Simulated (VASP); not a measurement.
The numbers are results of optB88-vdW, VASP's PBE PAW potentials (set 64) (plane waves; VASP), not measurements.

The input files of a VASP run:

File POSCAR:
```
Be
1
    1.1250291559    -1.9486074889     0.0000000000
    1.1250291559     1.9486074889     0.0000000000
    0.0000000000     0.0000000000     3.5167772842
Be
2
Direct
  0.3333330000   0.6666670000   0.2500000000
  0.6666670000   0.3333330000   0.7500000000
```

### INCAR
```
SYSTEM=Be
PREC=Accurate; ENCUT=520; LREAL=.FALSE.
LASPH=.TRUE.
EDIFF=1E-7; NELM=100; ALGO=Normal
ISMEAR=1; SIGMA=0.1
GGA=BO; LUSE_VDW=.TRUE.; AGGAC=0.0
PARAM1=0.1833333333; PARAM2=0.22
IBRION=2; NSW=30; ISIF=4
EDIFFG=-0.01
LWAVE=.FALSE.; LCHARG=.FALSE.
```

KPOINTS:
```
Automatic mesh
0
Gamma
18 18 10
0 0 0
```

POTCAR, in this order: Be (PBE.64 set). Program: vasp_std.

What VASP printed:

### OSZICAR
```
       N       E                     dE             d eps       ncg     rms          rms(c)
DAV:   1    -0.117932223214E+01   -0.11793E+01   -0.17508E+03  2706   0.544E+02
DAV:   2    -0.629823331855E+01   -0.51189E+01   -0.48662E+01  4194   0.647E+01
DAV:   3    -0.632828344146E+01   -0.30050E-01   -0.30044E-01  3354   0.446E+00
DAV:   4    -0.632831413503E+01   -0.30694E-04   -0.30693E-04  4050   0.141E-01
DAV:   5    -0.632831415172E+01   -0.16688E-07   -0.17750E-07  3258   0.173E-03    0.125E+00
DAV:   6    -0.629475905880E+01    0.33555E-01   -0.33960E-03  3312   0.769E-01    0.770E-01
DAV:   7    -0.628224141049E+01    0.12518E-01   -0.61251E-03  3198   0.107E+00    0.502E-02
DAV:   8    -0.628216532852E+01    0.76082E-04   -0.26481E-05  3852   0.786E-02    0.179E-02
DAV:   9    -0.628215835202E+01    0.69765E-05   -0.42974E-06  3012   0.342E-02    0.126E-03
DAV:  10    -0.628215733266E+01    0.10194E-05   -0.12862E-07  3708   0.549E-03    0.143E-04
DAV:  11    -0.628215724889E+01    0.83773E-07   -0.17982E-09  1770   0.657E-04
   1 F= -.62821572E+01 E0= -.62820775E+01  d E =-.628216E+01
       N       E                     dE             d eps       ncg     rms          rms(c)
DAV:   1    -0.628310948041E+01   -0.95215E-03   -0.90649E-03  3354   0.640E-01    0.343E-02
DAV:   2    -0.628312212041E+01   -0.12640E-04   -0.40243E-05  3288   0.620E-02    0.224E-02
DAV:   3    -0.628312906388E+01   -0.69435E-05   -0.67202E-06  3618   0.251E-02    0.402E-04
DAV:   4    -0.628312905378E+01    0.10099E-07   -0.28287E-08  3054   0.165E-03
   2 F= -.62831291E+01 E0= -.62830655E+01  d E =-.971805E-03
       N       E                     dE             d eps       ncg     rms          rms(c)
DAV:   1    -0.628315395784E+01   -0.24894E-04   -0.30263E-04  3354   0.117E-01    0.674E-03
DAV:   2    -0.628315436309E+01   -0.40525E-06   -0.13739E-06  3258   0.115E-02    0.440E-03
DAV:   3    -0.628315454953E+01   -0.18644E-06   -0.26578E-07  3678   0.495E-03    0.734E-05
DAV:   4    -0.628315455158E+01   -0.20441E-08   -0.12336E-09  1752   0.343E-04
   3 F= -.62831546E+01 E0= -.62830862E+01  d E =-.997303E-03
```

File OUTCAR:
```
------------------------ aborting loop because EDIFF is reached ----------------------------------------
  FORCE on cell =-STRESS in cart. coord.  units (eV):
  Direction    XX          YY          ZZ          XY          YZ          ZX
  --------------------------------------------------------------------------------------
  Total        0.3616094      0.3616093      0.3632561      0.0000000      0.0000000      0.0000000
  in kB       37.5739831     37.5739764     37.7450964      0.0000000      0.0000000      0.0000000
  external PRESSURE =      37.6310186 kB  Pullay stress =       0.0000000 kB
  volume of cell :       15.42
      direct lattice vectors                 reciprocal lattice vectors
     1.121635816 -1.942730050 -0.000000000     0.445777491 -0.257369777  0.000000000
     1.121635816  1.942730050 -0.000000000     0.445777491  0.257369777 -0.000000000
     0.000000000  0.000000000  3.538088432     0.000000000  0.000000000  0.282638498
 POSITION                                       TOTAL-FORCE (eV/Angst)
 -----------------------------------------------------------------------------------
      1.12164      0.64758      0.88452        -0.000000      0.000000      0.000000
      1.12164     -0.64758      2.65357         0.000000     -0.000000      0.000000
 -----------------------------------------------------------------------------------
    total drift:                               -0.000000     -0.000004      0.000005
  FREE ENERGIE OF THE ION-ELECTRON SYSTEM (eV)
  ---------------------------------------------------
  free  energy   TOTEN  =        -6.2831545516 eV

  energy  without entropy=       -6.2829495056  energy(sigma->0) =       -6.28308620

 reached required accuracy - stopping structural energy minimisation
```
(Selected blocks of OUTCAR.)

### CONTCAR
```
Be
   1.00000000000000
     1.1216358164391969   -1.9427300504775977   -0.0000000000000000
     1.1216358164391969    1.9427300504775977   -0.0000000000000000
     0.0000000000000000    0.0000000000000000    3.5380884322069970
  Be
     2
Direct
     0.3333330000000032    0.6666669999999968    0.2500000000000000
     0.6666669999999968    0.3333330000000032    0.7500000000000000
```

The compound is Be in the hcp structure. This cell is one point of a volume scan, at 0.97 of the reference volume. Symmetry was kept, so distortions that lower it aren't found.
